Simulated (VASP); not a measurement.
Calculation: G0W0 on PBE orbitals, VASP's PBE PAW potentials (set 64) (plane waves; VASP).

VASP input:

**POSCAR**
```
LiCl
1
    0.0000000000     2.6038200000     2.6038200000
    2.6038200000     0.0000000000     2.6038200000
    2.6038200000     2.6038200000     0.0000000000
Li Cl
1 1
Direct
  0.0000000000   0.0000000000   0.0000000000
  0.5000000000   0.5000000000   0.5000000000
```

KPOINTS:
```
Automatic mesh
0
Gamma
4 4 4
0 0 0
```

**INCAR**
```
# general
SYSTEM     =LiCl
PREC       =Normal
ENCUT      =500
LREAL      =F   # projection in real space or not
LASPH      =T   # aspherical one-centre terms
NBANDS     =160

# electronic loop
ALGO       =EVGW0

# smearing
ISMEAR     =0   # Gaussian
SIGMA      =0.01   # width (eV)

# functional
GGA        =PE   # PBE

# output
LWAVE      =F
LCHARG     =F

# other
NELMGW     =1
NOMEGA     =64
ENCUTGW    =200
NBANDSGW   =13
LSPECTRALGW=T
```

POTCAR, in this order: Li_sv_GW Cl_GW (PBE.64 set). Program: vasp_std. Read from the step before: WAVECAR, WAVEDER.

The resulting files:

### OSZICAR
```
energies w=
    0.000    0.000    1.099    0.000    2.195    0.000    3.286    0.000
    4.371    0.000    5.447    0.000    6.513    0.000    7.568    0.000
    8.610    0.000    9.639    0.000   10.654    0.000   11.655    0.000
   12.644    0.000   13.619    0.000   14.582    0.000   15.534    0.000
   16.475    0.000   17.408    0.000   18.333    0.000   19.252    0.000
   20.166    0.000   21.078    0.000   21.988    0.000   22.899    0.000
   23.814    0.000   24.733    0.000   25.659    0.000   26.595    0.000
   27.543    0.000   28.506    0.000   29.486    0.000   30.487    0.000
   31.512    0.000   32.566    0.000   33.651    0.000   34.773    0.000
   35.936    0.000   37.147    0.000   38.411    0.000   39.736    0.000
   41.130    0.000   42.603    0.000   44.165    0.000   45.829    0.000
   47.609    0.000   49.524    0.000   51.594    0.000   53.843    0.000
   56.301    0.000   59.004    0.000   61.996    0.000   65.332    0.000
   69.082    0.000   73.332    0.000   78.196    0.000   83.823    0.000
   90.412    0.000   98.237    0.000  107.685    0.000  119.314    0.000
  133.976    0.000  153.017    0.000  178.719    0.000  215.262    0.000
NQ=   1    0.0000    0.0000    0.0000,
 performed        132000 updates of chi_q(r,r)
NQ=   2    0.2500    0.0000    0.0000,
 performed        414000 updates of chi_q(r,r)
NQ=   3    0.5000    0.0000    0.0000,
 performed        621000 updates of chi_q(r,r)
NQ=   4    0.2500    0.2500    0.0000,
 performed        874000 updates of chi_q(r,r)
NQ=   5    0.5000    0.2500    0.0000,
 performed       1222000 updates of chi_q(r,r)
NQ=   6   -0.2500    0.2500    0.0000,
 performed       1529000 updates of chi_q(r,r)
NQ=   7    0.5000    0.5000    0.0000,
 performed       1719000 updates of chi_q(r,r)
NQ=   8   -0.2500    0.5000    0.2500,
 performed       1976000 updates of chi_q(r,r)
 resolving degeneracies of screened two electron integrals
```

OUTCAR:
```


 k-point   1 :       0.0000    0.0000    0.0000
  band No.  KS-energies  QP-energies   sigma(KS)   V_xc(KS)     V^pw_x(r,r')   Z            occupation Imag(sigma)

      1     -43.8029     -52.5102     -38.5446     -27.5953     -43.3182       0.7952       2.0000       0.1820
      2     -13.4516     -15.1008     -17.0126     -14.8338     -24.1956       0.7569       2.0000       1.6690
      3      -0.2057      -2.0462     -17.0087     -14.6864     -18.9244       0.7925       2.0000       0.1235
      4      -0.2057      -2.0462     -17.0087     -14.6864     -18.9244       0.7925       2.0000       0.1235
      5      -0.2057      -2.0462     -17.0087     -14.6864     -18.9244       0.7925       2.0000       0.1235
      6       5.8674       6.6089      -8.0824      -8.9725      -4.5978       0.8331       0.0000      -0.1118
      7      11.5510      12.7053      -7.9513      -9.3530      -4.1231       0.8235       0.0000      -0.1417
      8      11.5510      12.7053      -7.9513      -9.3530      -4.1231       0.8235       0.0000      -0.1417
      9      11.5510      12.7053      -7.9513      -9.3530      -4.1231       0.8235       0.0000      -0.1417
     10      14.0205      15.4696      -9.0868     -10.8937      -4.7841       0.8020       0.0000      -0.1962
     11      14.0205      15.4696      -9.0868     -10.8937      -4.7841       0.8020       0.0000      -0.1962
     12      14.0440      15.0532      -6.5468      -7.8142      -2.0845       0.7963       0.0000      -0.2487
     13      14.0440      15.0532      -6.5468      -7.8142      -2.0845       0.7963       0.0000      -0.2487

 k-point   2 :       0.2500    0.0000    0.0000
  band No.  KS-energies  QP-energies   sigma(KS)   V_xc(KS)     V^pw_x(r,r')   Z            occupation Imag(sigma)

      1     -43.8017     -52.5376     -38.5454     -27.5979     -43.3206       0.7980       2.0000       0.1822
      2     -13.2097     -14.7963     -17.1262     -15.0285     -24.2958       0.7564       2.0000       1.6168
      3      -1.6898      -3.6966     -15.8015     -13.2450     -17.9463       0.7850       2.0000       0.1475
      4      -0.3301      -2.1878     -16.9370     -14.5889     -18.8745       0.7912       2.0000       0.1250
      5      -0.3301      -2.1878     -16.9370     -14.5889     -18.8745       0.7912       2.0000       0.1250
      6       6.8305       7.6486      -7.8244      -8.8070      -4.3010       0.8325       0.0000      -0.1149
      7      10.3412      11.4993      -7.4469      -8.8499      -3.6538       0.8255       0.0000      -0.1375
      8      10.3412      11.4993      -7.4469      -8.8499      -3.6538       0.8255       0.0000      -0.1375
      9      10.5273      11.5486      -8.4710      -9.7244      -4.5766       0.8149       0.0000      -0.1514
     10      13.4357      14.7027      -8.3243      -9.8898      -4.1410       0.8094       0.0000      -0.1828
     11      13.4357      14.7027      -8.3243      -9.8898      -4.1410       0.8094       0.0000      -0.1828
     12      15.0405      15.8689      -6.8174      -7.8675      -2.2742       0.7889       0.0000      -0.2918
     13      19.0919      20.3620      -8.6039     -10.2076      -3.3775       0.7920       0.0000      -0.5948

 k-point   3 :       0.5000    0.0000    0.0000
  band No.  KS-energies  QP-energies   sigma(KS)   V_xc(KS)     V^pw_x(r,r')   Z            occupation Imag(sigma)

      1     -43.7997     -52.5797     -38.5451     -27.5991     -43.3215       0.8021       2.0000       0.1822
      2     -12.9408     -14.4383     -17.2876     -15.2746     -24.4352       0.7439       2.0000       1.5488
      3      -2.8422      -4.9969     -15.1772     -12.4077     -17.5986       0.7780       2.0000       0.1786
      4      -0.4425      -2.3148     -16.8908     -14.5165     -18.8538       0.7886       2.0000       0.1268
      5      -0.4425      -2.3148     -16.8908     -14.5165     -18.8538       0.7886       2.0000       0.1268
      6       6.4855       7.2929      -7.1322      -8.0928      -3.7349       0.8405       0.0000      -0.1084
      7       9.2004      10.3348      -7.2844      -8.6473      -3.6566       0.8324       0.0000      -0.1229
      8       9.2004      10.3348      -7.2844      -8.6473      -3.6566       0.8324       0.0000      -0.1229
      9      12.2996      13.3750      -9.7236     -11.0909      -5.2721       0.7865       0.0000      -0.2184
     10      16.2869      17.9093      -9.7709     -11.8296      -4.9915       0.7880       0.0000      -0.2598
     11      16.2869      17.9093      -9.7709     -11.8296      -4.9915       0.7880       0.0000      -0.2598
     12      16.4090      16.8742      -6.5648      -7.1562      -1.9170       0.7866       0.0000      -0.4080
     13      17.8011      19.2201      -8.8176     -10.6121      -3.8580       0.7908       0.0000      -0.3853

 k-point   4 :       0.2500    0.2500    0.0000
  band No.  KS-energies  QP-energies   sigma(KS)   V_xc(KS)     V^pw_x(r,r')   Z            occupation Imag(sigma)

      1     -43.8001     -52.5522     -38.5441     -27.5967     -43.3189       0.7995       2.0000       0.1818
      2     -13.1197     -14.6746     -17.1803     -15.1090     -24.3424       0.7507       2.0000       1.5934
      3      -1.6239      -3.6073     -15.7835     -13.2578     -17.8909       0.7853       2.0000       0.1448
      4      -0.7487      -2.6541     -16.5302     -14.1142     -18.5315       0.7887       2.0000       0.1313
      5      -0.7487      -2.6541     -16.5302     -14.1142     -18.5315       0.7887       2.0000       0.1313
      6       8.0329       8.9445      -8.8841      -9.9933      -5.2072       0.8219       0.0000      -0.1276
      7       9.3023      10.1956      -7.1834      -8.2541      -3.6450       0.8343       0.0000      -0.1214
      8       9.3891      10.4874      -7.5097      -8.8391      -3.7775       0.8262       0.0000      -0.1320
      9      12.0688      13.2232      -7.9196      -9.3420      -3.7998       0.8116       0.0000      -0.1741
     10      12.0688      13.2232      -7.9196      -9.3420      -3.7998       0.8116       0.0000      -0.1741
     11      14.9078      16.4026      -9.3914     -11.2781      -4.8830       0.7923       0.0000      -0.2304
     12      16.8939      18.1468      -8.0488      -9.6399      -3.2437       0.7874       0.0000      -0.3465
     13      16.8939      18.1468      -8.0488      -9.6399      -3.2437       0.7874       0.0000      -0.3465

 k-point   5 :       0.5000    0.2500    0.0000
  band No.  KS-energies  QP-energies   sigma(KS)   V_xc(KS)     V^pw_x(r,r')   Z            occupation Imag(sigma)

      1     -43.7996     -52.6340     -38.5456     -27.6004     -43.3217       0.8071       2.0000       0.1816
      2     -12.8370     -14.3209     -17.3698     -15.3816     -24.5049       0.7463       2.0000       1.5168
      3      -2.5258      -4.6339     -15.2359     -12.5382     -17.5641       0.7814       2.0000       0.1685
      4      -1.3993      -3.3771     -15.9126     -13.4057     -17.9981       0.7889       2.0000       0.1413
      5      -0.8642      -2.7874     -16.4718     -14.0335     -18.4964       0.7888       2.0000       0.1332
      6       7.8601       8.7869      -7.5589      -8.6704      -4.0588       0.8338       0.0000      -0.1161
      7       9.2137      10.2772      -8.3035      -9.5961      -4.6248       0.8228       0.0000      -0.1300
      8      10.4723      11.4920      -8.5266      -9.7805      -4.6072       0.8132       0.0000      -0.1533
      9      10.8650      12.0670      -7.7809      -9.2461      -3.8557       0.8204       0.0000      -0.1501
     10      13.9188      14.9777      -7.9571      -9.2971      -3.4463       0.7902       0.0000      -0.2439
     11      16.7168      18.3429      -9.9740     -12.0493      -5.0718       0.7835       0.0000      -0.2896
     12      17.6097      19.1187      -9.4155     -11.3372      -4.3903       0.7852       0.0000      -0.3678
     13      19.0846      20.2962      -9.0620     -10.5950      -3.7292       0.7904       0.0000      -0.6252

 k-point   6 :      -0.2500    0.2500    0.0000
  band No.  KS-energies  QP-energies   sigma(KS)   V_xc(KS)     V^pw_x(r,r')   Z            occupation Imag(sigma)

      1     -43.7999     -52.5683     -38.5453     -27.5994     -43.3213       0.8011       2.0000       0.1819
      2     -12.9382     -14.4434     -17.2934     -15.2779     -24.4397       0.7469       2.0000       1.5467
      3      -2.1748      -4.2466     -15.5203     -12.8779     -17.7731       0.7840       2.0000       0.1592
      4      -1.5334      -3.5221     -15.7783     -13.2479     -17.8918       0.7859       2.0000       0.1445
      5      -0.4643      -2.3339     -16.8421     -14.4702     -18.7998       0.7882       2.0000       0.1267
      6       7.8536       8.7733      -7.4663      -8.5704      -3.8826       0.8330       0.0000      -0.1197
      7       9.8264      10.8410      -8.3068      -9.5425      -4.5617       0.8210       0.0000      -0.1370
      8       9.8711      11.0527      -7.4281      -8.8570      -3.6683       0.8269       0.0000      -0.1334
      9      10.2488      11.3671      -9.0322     -10.4092      -5.1147       0.8121       0.0000      -0.1523
     10      13.8449      15.1063      -8.4389     -10.0045      -4.1944       0.8057       0.0000      -0.1915
     11      16.5746      17.5654      -6.9168      -8.1700      -2.2349       0.7906       0.0000      -0.3561
     12      16.6759      18.0696      -8.9491     -10.7147      -4.1385       0.7893       0.0000      -0.3130
     13      18.1409      19.1374      -8.6332      -9.8998      -3.4893       0.7867       0.0000      -0.5437

 k-point   7 :       0.5000    0.5000    0.0000
  band No.  KS-energies  QP-energies   sigma(KS)   V_xc(KS)     V^pw_x(r,r')   Z            occupation Imag(sigma)

      1     -43.8018     -52.5084     -38.5489     -27.6056     -43.3254       0.7956       2.0000       0.1811
      2     -12.7257     -14.1777     -17.4677     -15.5055     -24.5876       0.7400       2.0000       1.4812
      3      -2.8986      -5.0330     -14.9095     -12.1687     -17.3092       0.7788       2.0000       0.1794
...
```
(Selected blocks of OUTCAR.)

The mesh is coarse and the basis finite, so the quasiparticle values are not converged.

The compound is LiCl in the rock salt structure. This cell is one point of a volume scan, at 1.04 of the reference volume. The k-mesh is coarse (spacing up to 0.52 per Å, 2π included), so the numbers may not be converged in it.
